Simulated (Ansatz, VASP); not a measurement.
# Cross-check of Ca2Al10Zn2Si10O39 between VASP and Ansatz, part 2 of 3

Aim: how closely do two programs agree when they are given the same cell, functional and k mesh? Of the first pair: The structure shown is frame 67 of Ansatz's trajectory.

VASP 6.6.1 and Ansatz 0.2.0.

So far. Step 3 (VASP: single point, PBE, pair 1): The run ends at a pressure of 5.90 GPa, with forces up to 6.7 eV/Å.

### 4. Side by side

Known differences besides the potentials themselves: the cutoff is 420 eV in Ansatz and 520 eV in VASP (PREC = Accurate, projectors in real space). Total energies have different zeros and are not compared.

Forces on 9 of the 63 atoms, those with the largest forces and the largest differences (eV/Å; atoms numbered as in POSCAR):

| atom | Ansatz x, y, z | VASP x, y, z |
| --- | --- | --- |
| Si3 | 3.245, 1.535, -3.310 | 3.250, 1.518, -3.357 |
| Si8 | -3.740, 2.122, 0.319 | -3.788, 2.152, 0.272 |
| Si9 | -0.782, 4.420, -1.535 | -0.813, 4.444, -1.492 |
| Al16 | -4.335, -2.730, 0.427 | -4.423, -2.768, 0.407 |
| O30 | -1.548, 1.599, -0.448 | -1.605, 1.688, -0.440 |
| O38 | -2.969, -2.820, 0.846 | -2.995, -2.843, 0.874 |
| O39 | 5.514, 3.026, -2.074 | 5.584, 3.053, -2.113 |
| O44 | -1.231, 2.415, -3.738 | -1.246, 2.431, -3.789 |
| O47 | 0.677, -0.094, 3.788 | 0.705, -0.102, 3.878 |

The forces differ by 30 meV/Å r.m.s., which is 1.9 % of the r.m.s. force of 1.552 eV/Å (both taken over all components).

### 5. Ansatz: dynamics, PBE

One frame of this run of dynamics is then solved in both programs, so the motion causes no difference.

The structure compared here is frame 134 of Ansatz's trajectory.

input.yaml

```yaml
crystal:
  lattice:
    - [9.23443, 0.0, 0.0]
    - [0.0, 9.23443, 0.0]
    - [0.0, 0.0, 9.23443]
  atoms:
    - { symbol: Si, position: [0.34369, 0.04343, 0.14582] }
    - { symbol: Si, position: [0.37259, 0.95577, 0.8183] }
    - { symbol: Si, position: [0.31883, 0.90271, 0.4377] }
    - { symbol: Si, position: [0.02418, 0.70117, 0.0926] }
    - { symbol: Si, position: [0.64204, 0.77648, 0.91545] }
    - { symbol: Si, position: [0.31893, 0.44485, 0.7671] }
    - { symbol: Si, position: [0.52547, 0.38602, 0.53303] }
    - { symbol: Si, position: [0.61174, 0.14757, 0.72893] }
    - { symbol: Si, position: [0.5916, 0.70619, 0.46505] }
    - { symbol: Si, position: [0.05725, 0.05144, 0.74011] }
    - { symbol: Al, position: [0.84397, 0.32319, 0.22146] }
    - { symbol: Al, position: [0.80057, 0.84886, 0.65227] }
    - { symbol: Al, position: [0.50396, 0.31972, 0.19675] }
    - { symbol: Al, position: [0.02407, 0.31811, 0.91861] }
    - { symbol: Al, position: [0.22032, 0.24494, 0.51026] }
    - { symbol: Al, position: [0.69625, 0.58017, 0.17816] }
    - { symbol: Al, position: [0.14338, 0.74442, 0.67073] }
    - { symbol: Al, position: [0.92292, 0.59078, 0.80842] }
    - { symbol: Al, position: [0.18073, 0.35786, 0.19001] }
    - { symbol: Al, position: [0.67719, 0.08894, 0.06538] }
    - { symbol: Zn, position: [0.0111, 0.07036, 0.10426] }
    - { symbol: Zn, position: [0.66152, 0.40989, 0.9143] }
    - { symbol: Ca, position: [0.025, 0.57398, 0.42349] }
    - { symbol: Ca, position: [0.37649, 0.68023, 0.11614] }
    - { symbol: O, position: [0.13979, 0.6029, 0.19636] }
    - { symbol: O, position: [0.55058, 0.55553, 0.53686] }
    - { symbol: O, position: [0.36149, 0.3563, 0.60685] }
    - { symbol: O, position: [0.99394, 0.6308, 0.64998] }
    - { symbol: O, position: [0.08717, 0.18623, 0.64047] }
    - { symbol: O, position: [0.22191, 0.15743, 0.15986] }
    - { symbol: O, position: [0.21378, 0.93588, 0.75247] }
    - { symbol: O, position: [0.03944, 0.66015, 0.92516] }
    - { symbol: O, position: [0.04774, 0.86565, 0.10239] }
    - { symbol: O, position: [0.67763, 0.38754, 0.12388] }
    - { symbol: O, position: [0.68464, 0.91399, 0.00594] }
    - { symbol: O, position: [0.97435, 0.91004, 0.68811] }
    - { symbol: O, position: [0.76632, 0.72586, 0.79922] }
    - { symbol: O, position: [0.19511, 0.80398, 0.49681] }
    - { symbol: O, position: [0.86334, 0.65016, 0.13404] }
    - { symbol: O, position: [0.34479, 0.95922, 0.99223] }
    - { symbol: O, position: [0.44225, 0.09728, 0.76708] }
    - { symbol: O, position: [0.35732, 0.39519, 0.12857] }
    - { symbol: O, position: [0.29052, 0.07122, 0.47407] }
    - { symbol: O, position: [0.1512, 0.3485, 0.37195] }
    - { symbol: O, position: [0.74298, 0.77695, 0.496] }
    - { symbol: O, position: [0.46665, 0.83578, 0.4927] }
    - { symbol: O, position: [0.66002, 0.18471, 0.89286] }
    - { symbol: O, position: [0.18767, 0.36247, 0.84586] }
    - { symbol: O, position: [0.47032, 0.44342, 0.84465] }
    - { symbol: O, position: [0.61494, 0.64339, 0.01635] }
    - { symbol: O, position: [0.70655, 0.01891, 0.68032] }
    - { symbol: O, position: [0.62584, 0.28431, 0.62941] }
    - { symbol: O, position: [0.5033, 0.12412, 0.15224] }
    - { symbol: O, position: [0.87107, 0.42375, 0.85604] }
    - { symbol: O, position: [0.58188, 0.66768, 0.3003] }
    - { symbol: O, position: [0.33402, 0.90993, 0.26408] }
    - { symbol: O, position: [0.014, 0.11824, 0.88489] }
    - { symbol: O, position: [0.01, 0.341, 0.10193] }
    - { symbol: O, position: [0.49672, 0.83162, 0.81996] }
    - { symbol: O, position: [0.81639, 0.44753, 0.34786] }
    - { symbol: O, position: [0.26723, 0.61073, 0.72777] }
    - { symbol: O, position: [0.81924, 0.14061, 0.17512] }
    - { symbol: O, position: [0.50144, 0.32927, 0.37365] }
kpoints:
  mp_grid: { grid: [1, 1, 1] }
hamiltonian:
  xc: pbe
scf:
  occupations: { method: fermi_dirac, width: 0.078 }
output:
  forces: true
md:
  timestep: 1.0
  n_steps: 200
  ensemble: nve
  temperature: 900
  initial_velocities: maxwell_boltzmann
  seed: 3054
```

Started as:

```bash
$ ansatz run input.yaml --threads 4 --pin off --max-ram 8192MiB --backend cpu --events-out ev --progress --plain --runs-dir out
```

Numbers of over 12 decimals in the logs are rounded to 6 here.

Log:

```text
[...]
Crystal: 63 atoms, lattice volume = 787.463 Å³
Basis set: ecut = 420 eV, 15515 PW (Γ), exchange–correlation on 128×128×128 points (8 copies of the dense FFT grid, shifted against one another)
Bands: 237, of which v1, the nominal top of the filled ones, is band 174 counted from 1 (173 counted from 0)
Symmetry: 1 space group operations
k-points: 1
[...]
atom   8  Si     0.44093482    -0.41899846     1.75748672
[...]
atom  60  O      2.32394632     0.15036426     1.52321552
  atom  61  O      0.73490217    -0.95977372     0.48021034
  atom  62  O     -0.48989183    -0.76463338    -0.23385698
  atom  63  O     -0.72101986    -1.40232051    -1.94502180
  max |Σ_I F_I| component: 1.78e-4 eV/Å
--- MD trajectory: 200 steps, t = 0.0 → 200.0 fs ---
[...]
conserved energy: peak-to-peak 1.085e-2 eV (1.722e-4 eV/atom) over 200.0 fs
[key lines of the parts left out:]
SCF converged after 8 iterations
Free energy (F): -44203.030806 eV
Fermi energy:    6.158658 eV
```

### 6. VASP: single point, PBE, pair 2

The same cell, functional, mesh and smearing now go to VASP, with its own data sets.

INCAR

```
SYSTEM = Ca2Al10Zn2Si10O39
PREC = Accurate
ENCUT = 520
EDIFF = 1E-06
NELM = 120
ISMEAR = -1
SIGMA = 0.078
LREAL = Auto
ALGO = Normal
GGA = PE
NBANDS = 224
LORBIT = 11
LWAVE = .FALSE.
LCHARG = .FALSE.
ISIF = 2
LASPH = .TRUE.
GGA_COMPAT = .FALSE.
EFERMI = MIDGAP
NCORE = 2
```

POSCAR

```
Ca2Al10Zn2Si10O39
1.0
    9.2344300000      0.0000000000      0.0000000000
    0.0000000000      9.2344300000      0.0000000000
    0.0000000000      0.0000000000      9.2344300000
Si Al Zn Ca O
10 10 2 2 39
Direct
    0.3491606954      0.0442366232      0.1575300262
    0.4068361556      0.9389101439      0.8244905208
    0.3454138480      0.9075384187      0.4310607152
    0.0205318574      0.7247442452      0.1250645681
    0.6672853657      0.7671291027      0.9149563102
    0.2950155018      0.4780912303      0.7817483050
    0.5005723147      0.3966027140      0.5601861728
    0.6422053121      0.1609844896      0.7352700708
    0.5881142637      0.6988303555      0.4581116539
    0.0886356819      0.0451895786      0.7340897056
    0.8221731065      0.2950479889      0.2191689146
    0.8255517666      0.8708496355      0.6136166499
    0.4909669574      0.3197381972      0.2155736737
    0.9904054717      0.2935319235      0.9050693979
    0.2103649061      0.2316439672      0.4987422072
    0.7111429725      0.5773501992      0.1854797751
    0.1609086863      0.7556178346      0.6352205821
    0.9464688129      0.6150352539      0.8110841709
    0.1595767145      0.3774894606      0.1846567682
    0.6706748549      0.0761714583      0.0748936318
    0.0128757270      0.0342414204      0.1141488971
    0.6400395043      0.4331832068      0.8784841078
    0.9533160141      0.5671600738      0.4023637626
    0.3711544730      0.6419670732      0.1142138713
    0.1322333918      0.5831762220      0.1632261006
    0.5637705846      0.5635756620      0.5710693567
    0.3368155912      0.3698008431      0.6211753189
    0.0052921512      0.6363684602      0.6295136787
    0.1020420318      0.1823610120      0.6262216509
    0.2140142922      0.1441994796      0.1651536695
    0.2429603127      0.9421155393      0.7323029142
    0.9874274860      0.7313174717      0.9539949948
    0.0997787627      0.8679366241      0.1879921121
    0.6503812363      0.3714035409      0.1217075661
    0.6976499903      0.8928867293      0.0308302732
    0.0081293594      0.9187356448      0.6542688612
    0.7929780181      0.7500625377      0.7743087554
    0.2082315855      0.8202563667      0.4602341455
    0.8540646255      0.6999782336      0.2057517356
    0.3365015491      0.9580992005      0.0010146809
    0.4836790143      0.0796692378      0.7639561944
    0.3436053985      0.3950758195      0.1513141580
    0.3232034895      0.0761931164      0.4498707554
    0.1095682137      0.3481752528      0.3716092926
    0.7417458360      0.7590939560      0.4973669192
    0.4810042417      0.8378427255      0.5008863568
    0.7045805751      0.1761234857      0.9004887145
    0.1521804811      0.4220076388      0.8577789858
    0.4457015755      0.4533468769      0.8613309105
    0.6274994775      0.6271962644      0.0105258256
    0.7354108483      0.0420816445      0.6479447026
    0.6257776603      0.3214491853      0.6704041289
    0.5009188439      0.1258550880      0.1548335956
    0.8787981500      0.4354139887      0.8331320937
    0.5652108468      0.6184139140      0.2952537406
    0.3835212352      0.8982037873      0.2535294544
    0.0216580774      0.1073807479      0.8904826827
    0.9891168161      0.3219148339      0.0949381824
    0.5123434798      0.7991938864      0.8392396715
    0.7802755557      0.4540615934      0.3182329608
    0.2751550448      0.6436455742      0.7266176689
    0.8183721139      0.0950464728      0.2053727193
    0.5066582345      0.3296792547      0.4020497204
```

KPOINTS

```
Automatic mesh
0
Gamma
1 1 1
0 0 0
```

Potentials, in the order of the species: Si, Al, Zn, Ca_sv and O (PBE family, release 64).

Started as:

```bash
$ mpirun -np 8 vasp_gam
```

Log:

```text
[... set-up lines as in an earlier step ...]
 entering main loop
       N       E                     dE             d eps       ncg     rms          rms(c)
DAV:   1     0.422710908139E+04    0.42271E+04   -0.19115E+05   448   0.163E+03
DAV:   2     0.256844144710E+02   -0.42014E+04   -0.39624E+04   528   0.434E+02
DAV:   3    -0.500434950196E+03   -0.52612E+03   -0.51858E+03   512   0.174E+02
DAV:   4    -0.523863649607E+03   -0.23429E+02   -0.23268E+02   552   0.393E+01
[...]
DAV:  17    -0.454883480771E+03    0.14571E-05   -0.53044E-05   632   0.341E-02    0.831E-03
DAV:  18    -0.454883481753E+03   -0.98192E-06   -0.19175E-05   552   0.121E-02    0.632E-03
DAV:  19    -0.454883481411E+03    0.34204E-06   -0.16211E-06   360   0.965E-03
   1 F= -.45488348E+03 E0= -.45488348E+03  d E =-.160725E-08
```

Parts of OUTCAR (step 6):

```text
  Total       28.8952201      2.5952757     13.7506192     18.3312333     -2.6695975     12.4754131
  in kB       58.7903856      5.2803632     27.9770911     37.2968356     -5.4315789     25.3825492
  external PRESSURE =      30.6826133 kB  Pullay stress =       0.0000000 kB

 POSITION                                       TOTAL-FORCE (eV/Angst)
 -----------------------------------------------------------------------------------
      3.22430      0.40850      1.45470        -1.275481     -3.710413     -1.336145
      3.75690      8.67030      7.61370        -2.460696      0.576670      2.944475
      3.18970      8.38060      3.98060         0.045576      2.290263     -3.428215
      0.18960      6.69260      1.15490        -0.769793     -0.653788      0.827349
      6.16200      7.08400      8.44910         1.667333      1.655966     -1.298523
      2.72430      4.41490      7.21900         0.909431     -0.335709     -1.071438
      4.62250      3.66240      5.17300         2.188476      1.005846     -0.536388
      5.93040      1.48660      6.78980         0.522552     -3.666943      0.932442
      5.43090      6.45330      4.23040        -1.729715     -0.883906     -0.367621
      0.81850      0.41730      6.77890         1.104095      1.455120      0.386900
      7.59230      2.72460      2.02390         0.495947      0.568874     -0.982740
      7.62350      8.04180      5.66640        -0.763210      1.202622      2.605271
      4.53380      2.95260      1.99070         1.674532     -0.771426      0.505776
      9.14583      2.71060      8.35780         0.614727      3.311670     -0.597789
[...]
-----------------------------------------------------------------------------------
    total drift:                               -0.007674      0.018691     -0.017599

  FREE ENERGIE OF THE ION-ELECTRON SYSTEM (eV)
  ---------------------------------------------------
  free  energy   TOTEN  =      -454.8834814106 eV

  energy  without entropy=     -454.8834814090  energy(sigma->0) =     -454.88348141

[... 2 parts as in an earlier step ...]

[... 1 further part left out ...]
[key lines of the parts left out:]
E-fermi :   4.0828
```

The run ends at a pressure of 3.07 GPa, with forces up to 4.9 eV/Å.

### 7. Differences

Forces on 10 of the 63 atoms, those with the largest forces and the largest differences (eV/Å; atoms numbered as in POSCAR):

| atom | Ansatz x, y, z | VASP x, y, z |
| --- | --- | --- |
| Si1 | -1.285, -3.675, -1.327 | -1.275, -3.710, -1.336 |
| Si3 | 0.026, 2.287, -3.412 | 0.046, 2.290, -3.428 |
| Al15 | 2.345, 1.360, -3.406 | 2.374, 1.391, -3.441 |
| Zn22 | 1.967, -0.413, 0.826 | 2.087, -0.423, 0.846 |
| O29 | -2.225, -1.159, 3.453 | -2.236, -1.143, 3.472 |
| O30 | -2.049, 1.708, 0.451 | -2.107, 1.793, 0.462 |
| O33 | -1.036, -0.808, -0.644 | -0.950, -0.847, -0.576 |
| O38 | -3.169, -3.183, 1.763 | -3.217, -3.224, 1.792 |
| O40 | 1.337, -0.596, -3.591 | 1.345, -0.605, -3.626 |
| O46 | 2.923, -2.127, 1.342 | 2.946, -2.148, 1.349 |

The forces differ by 31 meV/Å r.m.s., which is 2.3 % of the r.m.s. force of 1.387 eV/Å (both taken over all components).

### 8. Ansatz: dynamics, PBE

One frame of this run of dynamics is then solved in both programs, so the motion causes no difference.

The structure compared here is frame 200 of Ansatz's trajectory.

input.yaml is that of step 5.

Started as:

```bash
$ ansatz run input.yaml --threads 4 --pin off --max-ram 8192MiB --backend cpu --events-out ev --progress --plain --runs-dir out
```

Log:

```text
[...]
Crystal: 63 atoms, lattice volume = 787.463 Å³
Basis set: ecut = 420 eV, 15515 PW (Γ), exchange–correlation on 128×128×128 points (8 copies of the dense FFT grid, shifted against one another)
Bands: 237, of which v1, the nominal top of the filled ones, is band 174 counted from 1 (173 counted from 0)
Symmetry: 1 space group operations
k-points: 1
[...]
atom   8  Si     0.44093482    -0.41899846     1.75748672
[...]
atom  60  O      2.32394632     0.15036426     1.52321552
  atom  61  O      0.73490217    -0.95977372     0.48021034
  atom  62  O     -0.48989183    -0.76463338    -0.23385698
  atom  63  O     -0.72101986    -1.40232051    -1.94502180
  max |Σ_I F_I| component: 1.78e-4 eV/Å
--- MD trajectory: 200 steps, t = 0.0 → 200.0 fs ---
[...]
conserved energy: peak-to-peak 1.085e-2 eV (1.722e-4 eV/atom) over 200.0 fs
[key lines of the parts left out:]
SCF converged after 8 iterations
Free energy (F): -44203.030806 eV
Fermi energy:    6.158658 eV
```

(Continued in part 3 of 3.)

[Lines on the potential files, build, host, timing and source positions are cut from VASP's logs without a mark.]

[Logs are printed without paths, hosts, clocks, repeated set-up lines and the standing remarks that a program may print on its own settings, such as how far it seeks lower states.]

[Hosts, paths, dates, database ids (printed as entryN), source tags and the programs' standing remarks are cut or masked in the printed files.]
